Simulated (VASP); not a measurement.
A run of VASP 6.6.1:

INCAR

```
SYSTEM = RbYMg6
ALGO = Normal ; EDIFF = 1E-7
ENCUT = 520 ; GGA = PE
ISIF = 2 ; ISMEAR = -1
LASPH = .True. ; LCHARG = .False.
LREAL = .False. ; LWAVE = .False.
NBANDS = 26 ; NELM = 100
PREC = Accurate ; SIGMA = 0.05
```

Contents of KPOINTS:

```
k-points
0
Gamma
  5 5 5
  0 0 0
```

Contents of POSCAR:

```
RbYMg6
1.0
    5.4724020000      0.0000000000      0.0000000000
    0.0000000000      3.5283340000      5.8827210000
    0.0000000000     -3.5283340000      5.8827210000
Y Rb Mg
1 1 6
Direct
    0.5000000000      0.3493590000      0.3493590000
    0.0000000000      0.1483530000      0.1483530000
    0.0000000000      0.6653070000      0.6653070000
    0.0000000000      0.1752200000      0.6457080000
    0.0000000000      0.6457080000      0.1752200000
    0.5000000000      0.8423840000      0.8423840000
    0.5000000000      0.3526540000      0.8210160000
    0.5000000000      0.8210160000      0.3526540000
```

Potentials or basis: VASP PAW PBE potentials, release 64 (Y_sv, Rb_sv, Mg).

The run is started by

```bash
$ cat potpaw_PBE.64/Y_sv/POTCAR potpaw_PBE.64/Rb_sv/POTCAR potpaw_PBE.64/Mg/POTCAR > POTCAR
$ mpirun -np 1 vasp_std > vasp.out
```

Hardware: 1 thread of Intel(R) Xeon(R) Platinum 8259CL CPU @ 2.50GHz (Skylake/Cascade Lake), with other jobs on the host.

Q: How long does it take, and how much memory?

A: Run time: 5.2 min on 1 thread of Intel(R) Xeon(R) Platinum 8259CL CPU @ 2.50GHz (Skylake/Cascade Lake) (shared host), peak memory 0.45 GiB. Counts: scf iterations 14, k points 27.
